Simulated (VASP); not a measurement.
OSZICAR of a VASP run on Pd (fcc):

### OSZICAR
```
       N       E                     dE             d eps       ncg     rms          rms(c)
DAV:   1     0.313495656569E+02    0.31350E+02   -0.45543E+03  1904   0.832E+02
DAV:   2    -0.518486107073E+01   -0.36534E+02   -0.35339E+02  2034   0.173E+02
DAV:   3    -0.548106494230E+01   -0.29620E+00   -0.29526E+00  2234   0.178E+01
DAV:   4    -0.548247090507E+01   -0.14060E-02   -0.14058E-02  2197   0.115E+00
DAV:   5    -0.548248632732E+01   -0.15422E-04   -0.15421E-04  2201   0.991E-02    0.781E+00
DAV:   6    -0.520747859863E+01    0.27501E+00   -0.12217E+00  1911   0.105E+01    0.386E+00
DAV:   7    -0.519660229649E+01    0.10876E-01   -0.62259E-03  2084   0.721E-01    0.205E+00
DAV:   8    -0.519261787768E+01    0.39844E-02   -0.11071E-03  2008   0.288E-01    0.528E-02
DAV:   9    -0.519261950638E+01   -0.16287E-05   -0.13509E-05  2373   0.376E-02    0.149E-02
DAV:  10    -0.519262339833E+01   -0.38920E-05   -0.19181E-06  2137   0.148E-02    0.385E-03
DAV:  11    -0.519262316452E+01    0.23381E-06   -0.13115E-08   991   0.129E-03
   1 F= -.51926232E+01 E0= -.51920571E+01  d E =-.519262E+01
       N       E                     dE             d eps       ncg     rms          rms(c)
DAV:   1    -0.630008891423E+01   -0.11075E+01   -0.21462E+01  1892   0.521E+01    0.728E+00
DAV:   2    -0.518241556269E+01    0.11177E+01   -0.62740E+00  1884   0.215E+01    0.274E+00
DAV:   3    -0.518000238319E+01    0.24132E-02   -0.10143E-02  2013   0.873E-01    0.166E+00
DAV:   4    -0.518050502579E+01   -0.50264E-03   -0.10319E-02  2077   0.867E-01    0.677E-02
DAV:   5    -0.518064059209E+01   -0.13557E-03   -0.20413E-04  2316   0.900E-02    0.410E-02
DAV:   6    -0.518063178834E+01    0.88037E-05   -0.25284E-05  1952   0.434E-02    0.369E-03
DAV:   7    -0.518063151886E+01    0.26948E-06   -0.11751E-07  1065   0.363E-03
   2 F= -.51806315E+01 E0= -.51800346E+01  d E =0.119916E-01
       N       E                     dE             d eps       ncg     rms          rms(c)
DAV:   1    -0.561431423828E+01   -0.43368E+00   -0.76244E+00  1898   0.302E+01    0.443E+00
DAV:   2    -0.520345371864E+01    0.41086E+00   -0.21385E+00  1885   0.134E+01    0.795E-01
DAV:   3    -0.520323012398E+01    0.22359E-03   -0.49550E-03  2051   0.627E-01    0.482E-01
DAV:   4    -0.520401320932E+01   -0.78309E-03   -0.44644E-03  2105   0.566E-01    0.583E-02
DAV:   5    -0.520400560556E+01    0.76038E-05   -0.29225E-05  1948   0.547E-02    0.271E-02
DAV:   6    -0.520401213235E+01   -0.65268E-05   -0.37556E-06  2196   0.196E-02    0.695E-04
DAV:   7    -0.520401216236E+01   -0.30009E-07   -0.38895E-08  1138   0.179E-03
   3 F= -.52040122E+01 E0= -.52034284E+01  d E =-.113890E-01
```

Q: Which electronic solver shows in the log?

A: It is blocked Davidson (ALGO = Normal, or the opening steps of other solvers). The INCAR had ALGO = Normal.

Q: Can the final energy be trusted as converged?

A: The calculation finished and met its thresholds. It stopped with EDIFF = 1E-6, NELM = 100, NSW = 60 and EDIFFG = -0.01 after 3 ionic steps (PBE GGA, plane waves, VASP's PBE PAW potentials (set 64)). Energy and stress use the plane-wave basis of the starting cell.

The compound is Pd in the fcc structure. This run relaxes it. Symmetry was kept, so distortions that lower it aren't found.
